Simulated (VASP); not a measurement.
Consider the following.

```
CELL_PARAMETERS angstrom
      3.97902    -2.17167    -0.00296
      3.97902     2.17167    -0.00296
      2.79642     0.00000     3.56774
ATOMIC_POSITIONS crystal
  Sb 0.23313 0.23313 0.23313
  Sb 0.76687 0.76687 0.76687
```

Level of theory: r2SCAN+rVV10, VASP's PBE PAW potentials (set 64) (plane waves; VASP 6.6.1). Numerical set-up: 520 eV cut-off, 8×8×8 Γ-centred mesh, tetrahedra with Blöchl corrections, potentials Sb.

Unless said otherwise, spin-orbit coupling is left out, though it shifts the bands of the heavy elements here.

Question: Estimate the energy per atom (σ→0), band gap (over mesh and band path) with the smallest direct gap where there is one.

Answer: 
```
Property                                                               Value
----------------------------------  ----------------------------------------
band gap (over mesh and band path)  none (metal, semimetal or under 0.01 eV)
energy per atom (σ→0)                                        -25.544 eV/atom
```

The absolute energy has meaning only against runs of the same code, potentials and settings.

The compound is Sb in the a7 structure. It was relaxed first.
